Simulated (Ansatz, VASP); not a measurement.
Au: 4 runs at one level of theory

```xyz
1
Lattice="2.6623 0.0000 0.0000 0.0000 2.6617 0.0000 0.0000 0.0000 23.8000" Properties=species:S:1:pos:R:3 pbc="T T T"
Au    0.0000    1.3309    7.0001
```

Alike in all runs: task single point; functional PBE; k mesh 10 × 10 × 1; occupations fermi-dirac, width 0.05 eV; no spin polarisation; no spin-orbit coupling.

```tsv
program and potentials	plane-wave cutoff (eV)	notes	band gap (eV)
Ansatz, all-electron LAPW, scalar-relativistic	-	-	no gap
VASP, PBE PAW files Au, release 54, 600 eV	600	11 valence electrons an atom on average	no gap
VASP, PBE PAW files Au_sv_GW, 600 eV	600	19 valence electrons an atom on average	no gap
VASP, PBE PAW files Au_GW, 600 eV	600	11 valence electrons an atom on average	no gap
```

None finds a gap.

Differences between rows come from potentials, basis sets and numerical settings, since the functional is the same but for its coding. Runs on potential files found faulty are left out.
